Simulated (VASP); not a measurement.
Calculation: PBEsol GGA, VASP's PBE PAW potentials (set 64) (plane waves; VASP).

VASP ran on this input.

**INCAR**
```
SYSTEM = InSe
PREC = Accurate
ENCUT = 400
EDIFF = 1E-7
NELM = 100
ALGO = Normal
LREAL = .FALSE.
LASPH = .TRUE.
ISMEAR = -5
GGA = PS
LMAXMIX = 4
LWAVE = .FALSE.
LCHARG = .TRUE.
LORBIT = 11
NEDOS = 601
ISIF = 2
LEFG = .TRUE.
```

### KPOINTS
```
Automatic mesh
0
Gamma
7 7 6
0 0 0
```

POSCAR:
```
InSe
1.0
  5.8724354831  -2.0593323049   0.0903249329
  5.8724354831   2.0593323049   0.0903249329
 -1.6644041436   0.0000000000   4.2387347816
In Se
2 2
Cart
 -0.2746058009  -0.0000000000   4.1379770105
 10.3550726235   0.0000000000   0.2814076369
  3.4518011713   0.0000000000   1.5999390088
  6.6286656513   0.0000000000   2.8194456386
```

POTCAR, in this order: In_d Se (PBE.64 set). Program: vasp_std.

What will the output report for the number of irreducible k-points (NKPTS), number of bands (NBANDS), largest plane-wave count, number of space-group operations, FFT grid (NGX, NGY, NGZ)?

| Item | Value |
|---|---|
| number of irreducible k-points (NKPTS) | 88 |
| number of bands (NBANDS) | 23 |
| largest plane-wave count | 1896 |
| number of space-group operations | 4 |
| FFT grid (NGX, NGY, NGZ) | 42 × 42 × 30 |

The structure comes from a computed database's InSe entry (C2/m); how it stands against other phases isn't given here. It was relaxed first, which changed the volume by -10 %.
